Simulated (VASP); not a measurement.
Input for VASP

### POSCAR
```
Y
1
    1.8250000000    -3.1609930000     0.0000000000
    1.8250000000     3.1609930000     0.0000000000
    0.0000000000     0.0000000000     5.7300000000
Y
2
Direct
  0.3333330000   0.6666670000   0.2500000000
  0.6666670000   0.3333330000   0.7500000000
```

**KPOINTS**
```
Automatic mesh
0
Gamma
10 10 6
0 0 0
```

**INCAR**
```
! general
SYSTEM =Y
PREC   =Accurate
ENCUT  =400
LREAL  =.FALSE.
LASPH  =.TRUE.

! electronic loop
EDIFF  =1E-6
NELM   =100
ALGO   =Normal
LMAXMIX=4

! smearing
ISMEAR =1
SIGMA  =0.1

! functional
GGA    =PE

! ions
IBRION =2
NSW    =60
ISIF   =3
EDIFFG =-0.01

! output
LWAVE  =.FALSE.
LCHARG =.FALSE.
```

POTCAR, in this order: Y_sv (PBE.64 set). Program: vasp_std.

Q: Write an equivalent input for Ansatz.

A: One equivalent input (not run):
Ansatz 0.2 input:
```yaml
crystal:
  lattice:
    - [1.8250000, -3.1609930, 0.0000000]
    - [1.8250000, 3.1609930, 0.0000000]
    - [0.0000000, 0.0000000, 5.7300000]
  atoms:
    - { symbol: Y, position: [0.3333330, 0.6666670, 0.2500000] }
    - { symbol: Y, position: [0.6666670, 0.3333330, 0.7500000] }
kpoints:
  mp_grid: { grid: [10, 10, 6] }
hamiltonian:
  xc: pbe
  pseudopotentials: { kind: paw }
scf:
  occupations: { method: methfessel_paxton, width: 0.1 }
  max_iter: 100
relax:
  max_steps: 60
  f_tol: 0.01
  cell: {}
output: { forces: true, stress: true, eigenvalues: true }
```
Limits of the translation: each code has its own PAW files, so the cut-off isn't converted (ENCUT is set for VASP's; basis.ecutwfc is left out, and Ansatz then takes the one that its files recommend); Ansatz stops its SCF on the density residual and VASP on the energy change (EDIFF).

The compound is Y in the hcp structure. This run relaxes it. Symmetry was kept, so distortions that lower it aren't found.
